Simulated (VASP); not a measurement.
An input for Ansatz (written as the equivalent of a VASP run, and not itself run):

Ansatz 0.2 input:
```yaml
crystal:
  lattice:
    - [4.2090082, 0.0000000, 0.0000000]
    - [0.0000000, 4.2090082, 0.0000000]
    - [0.0000000, 0.0000000, 4.2090082]
  atoms:
    - { symbol: Cs, position: [0.0000000, 0.0000000, 0.0000000] }
    - { symbol: Cl, position: [0.5000000, 0.5000000, 0.5000000] }
kpoints:
  mp_grid: { grid: [6, 6, 6] }
hamiltonian:
  xc: pbe
  pseudopotentials: { kind: paw }
scf:
  occupations: { method: gaussian, width: 0.05 }
  max_iter: 100
relax:
  max_steps: 40
  f_tol: 0.01
  cell: { p_target: 20 }
output: { forces: true, stress: true, eigenvalues: true }
```

Write the VASP files for the same calculation (PBE).

This is not unique; one that fits is 
### KPOINTS
```
Automatic mesh
0
Gamma
6 6 6
0 0 0
```

File POSCAR:
```
CsCl
1.0
  4.2090081650   0.0000000000   0.0000000000
  0.0000000000   4.2090081650   0.0000000000
  0.0000000000   0.0000000000   4.2090081650
Cs Cl
1 1
Cart
  0.0000000000   0.0000000000   0.0000000000
  2.1045040825   2.1045040825   2.1045040825
```

**INCAR**
```
SYSTEM=CsCl
GGA=PE   ! PBE
NELM=100   ! most electronic steps
LASPH=.TRUE.
EDIFFG=-0.01
SIGMA=0.05
LWAVE=.FALSE.
ALGO=Normal   ! blocked Davidson
LMAXMIX=4   ! l cut-off of mixed one-centre charges
PSTRESS=200   ! kbar
IBRION=2   ! conjugate gradients
NSW=40   ! most ionic steps
EDIFF=1E-7
LCHARG=.FALSE.
LREAL=.FALSE.   ! projection in real space or not
ISMEAR=0
PREC=Accurate
ENCUT=480   ! plane-wave cut-off (eV)
ISIF=3   ! ions, shape and volume
```

POTCAR, in this order: Cs_sv Cl (PBE.64 set). Program: vasp_std.

Limits of the translation: each code has its own PAW files, so the cut-off isn't converted (ENCUT is set for VASP's; basis.ecutwfc is left out, and Ansatz then takes the one that its files recommend); Ansatz stops its SCF on the density residual and VASP on the energy change (EDIFF).

The compound is CsCl in the CsCl type structure. This run relaxes it under an external pressure of 20 GPa. Symmetry was kept, so distortions that lower it aren't found.
